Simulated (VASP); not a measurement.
Method: PBE GGA with spin-orbit coupling, VASP's PBE PAW potentials (set 64) (plane waves; VASP 6.6.1).

VASP input:

### INCAR
```
! general
SYSTEM       =AlRu
PREC         =Accurate
ENCUT        =300
LREAL        =.False.
LASPH        =.True.

! electronic loop
EDIFF        =1E-6
NELM         =100
ALGO         =Normal
LMAXMIX      =4

! smearing
ISMEAR       =-1
SIGMA        =0.1

! functional
GGA          =PE
GGA_COMPAT   =.False.

! spin
MAGMOM       =6*0.0
LSORBIT      =.True.
LNONCOLLINEAR=.True.

! ions
ISIF         =2

! output
LWAVE        =.False.
LCHARG       =.False.
LORBIT       =11
```

POSCAR:
```
AlRu
1
    3.1644560000     0.0000000000     0.0000000000
    0.0000000000     3.1644560000     0.0000000000
    0.0000000000     0.0000000000     3.1644560000
Al Ru
1 1
Direct
  0.0000000000   0.0000000000   0.0000000000
  0.5000000000   0.5000000000   0.5000000000
```

File KPOINTS:
```
K-points
0
gamma
 10 10 10
```

POTCAR, in this order: Al Ru_pv (PBE.64 set). Program: vasp_ncl.

Output of the run:

**OSZICAR**
```
       N       E                     dE             d eps       ncg     rms          rms(c)
DAV:   1     0.895204001983E+02    0.89520E+02   -0.73485E+03  3240   0.884E+02
DAV:   2    -0.125817003117E+02   -0.10210E+03   -0.97721E+02  3144   0.294E+02
DAV:   3    -0.146431840317E+02   -0.20615E+01   -0.20277E+01  3264   0.439E+01
DAV:   4    -0.146638983785E+02   -0.20714E-01   -0.20703E-01  3400   0.409E+00
DAV:   5    -0.146641662837E+02   -0.26791E-03   -0.26790E-03  3216   0.409E-01    0.854E+00
DAV:   6    -0.141985468147E+02    0.46562E+00   -0.38155E+00  2824   0.211E+01    0.265E+00
DAV:   7    -0.140769473111E+02    0.12160E+00   -0.46748E-01  2904   0.761E+00    0.154E+00
DAV:   8    -0.140607141609E+02    0.16233E-01   -0.28285E-02  2880   0.165E+00    0.523E-01
DAV:   9    -0.140604163132E+02    0.29785E-03   -0.56524E-04  3152   0.200E-01    0.202E-01
DAV:  10    -0.140603806763E+02    0.35637E-04   -0.52687E-05  3216   0.859E-02    0.897E-02
DAV:  11    -0.140603761954E+02    0.44809E-05   -0.16386E-05  3120   0.547E-02    0.503E-03
DAV:  12    -0.140603752352E+02    0.96016E-06   -0.83204E-07  1712   0.116E-02
   1 F= -.14060375E+02 E0= -.14029225E+02  d E =-.622995E-01  mag=    -0.0000    -0.0000     0.0000
```

OUTCAR:
```
------------------------ aborting loop because EDIFF is reached ----------------------------------------
  FORCE on cell =-STRESS in cart. coord.  units (eV):
  Direction    XX          YY          ZZ          XY          YZ          ZX
  --------------------------------------------------------------------------------------
  Total       -4.4569631     -4.4569631     -4.4569631     -0.0000000     -0.0000000     -0.0000000
  in kB     -225.3473417   -225.3473417   -225.3473417     -0.0000000     -0.0000000     -0.0000000
  external PRESSURE =    -225.3473417 kB  Pullay stress =       0.0000000 kB
  volume of cell :       31.69
      direct lattice vectors                 reciprocal lattice vectors
     3.164456000  0.000000000  0.000000000     0.316010082  0.000000000  0.000000000
     0.000000000  3.164456000  0.000000000     0.000000000  0.316010082  0.000000000
     0.000000000  0.000000000  3.164456000     0.000000000  0.000000000  0.316010082
 POSITION                                       TOTAL-FORCE (eV/Angst)
 -----------------------------------------------------------------------------------
      0.00000      0.00000      0.00000         0.000000      0.000000      0.000000
      1.58223      1.58223      1.58223         0.000000      0.000000      0.000000
 -----------------------------------------------------------------------------------
    total drift:                                0.000000      0.000000      0.000000
  FREE ENERGIE OF THE ION-ELECTRON SYSTEM (eV)
  ---------------------------------------------------
  free  energy   TOTEN  =       -14.0603752352 eV

  energy  without entropy=      -13.9980757637  energy(sigma->0) =      -14.02922550

 total charge

# of ion       s       p       d       tot
------------------------------------------
    1        0.375   0.352   0.000   0.727
    2        0.287   6.175   6.065  12.526
--------------------------------------------------
tot          0.662   6.526   6.065  13.253

 magnetization (x)

# of ion       s       p       d       tot
------------------------------------------
    1       -0.000   0.000   0.000   0.000
    2        0.000   0.000   0.000   0.000
--------------------------------------------------
tot         -0.000   0.000   0.000   0.000

 magnetization (y)

# of ion       s       p       d       tot
------------------------------------------
    1        0.000   0.000   0.000   0.000
    2        0.000   0.000   0.000   0.000
--------------------------------------------------
tot          0.000   0.000   0.000   0.000

 magnetization (z)

# of ion       s       p       d       tot
------------------------------------------
    1       -0.000   0.000   0.000   0.000
    2       -0.000  -0.000  -0.000  -0.000
--------------------------------------------------
tot         -0.000   0.000  -0.000  -0.000

 Ion:    1  E_soc:     -0.0003411

 Ion:    2  E_soc:     -0.2696021
```
(Selected blocks of OUTCAR.)

At this cut-off the stress carries a Pulay error, which pulls relaxed volumes low.

The structure was generated: AlRu was put into an ordered model structure, which need not be its known phase. The cell was not relaxed at this level. The run is one of a series of settings (GGA_COMPAT = .FALSE., LNONCOLLINEAR = .TRUE., LSORBIT = .TRUE., MAGMOM = 0.0 0.0 0.0 0.0 0.0 0.0, program vasp_ncl against the base run), some of them coarse on purpose.
